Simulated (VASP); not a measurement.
Here is the system:

```yaml
crystal:
  lattice:
    - [0.00000, 1.81272, 1.81272]
    - [1.81272, 0.00000, 1.81272]
    - [1.81272, 1.81272, 0.00000]
  atoms:
    - { symbol: B, position: [0.00000, 0.00000, 0.00000] }
    - { symbol: N, position: [0.25000, 0.25000, 0.25000] }
```

Computed with PBE0 hybrid, VASP's PBE PAW potentials (set 64) (plane waves; VASP). Run with 520 eV cut-off, 10×10×10 Γ-centred mesh, Gaussian smearing of 0.050 eV, potentials B N.

Task: Give the stress tensor in GPa (positive for a compressed cell).

Result: 
```
-8.85   0.00   0.00
 0.00  -8.85   0.00
 0.00   0.00  -8.85
```
The pressure is its mean diagonal, -8.85 GPa.

The compound is BN in the zinc blende structure. It was relaxed first. The cell's shape comes from a PBE relaxation.
